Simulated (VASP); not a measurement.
Here is the system:

```xyz
2
Lattice="0.0000 2.2448 2.2448 2.2448 0.0000 2.2448 2.2448 2.2448 0.0000" Properties=species:S:1:pos:R:3 pbc="T T T"
Nb     0.0000     0.0000     0.0000
N      2.2448     2.2448     2.2448
```

Calculation: optB86b-vdW, VASP's PBE PAW potentials (set 64) (plane waves; VASP). Numerical set-up: 520 eV cut-off, 14×14×14 Γ-centred mesh, first-order Methfessel-Paxton smearing of 0.10 eV, potentials Nb_sv N.

**Question.** What does the run give for the energy per atom (σ→0), pressure, band gap (on the k-mesh) with the smallest direct gap where there is one?

**Answer.** 
```yaml
band gap (on the k-mesh): none (metal, semimetal or under 0.01 eV)
energy per atom (σ→0): -8.383 eV/atom
pressure: -16.32 GPa
```

The compound is NbN in the rock salt structure, the cubic δ form, which competes with hexagonal ones. This cell is one point of a volume scan, at 1.06 of the reference volume. VASP warned that the highest band is occupied, so more bands are needed.
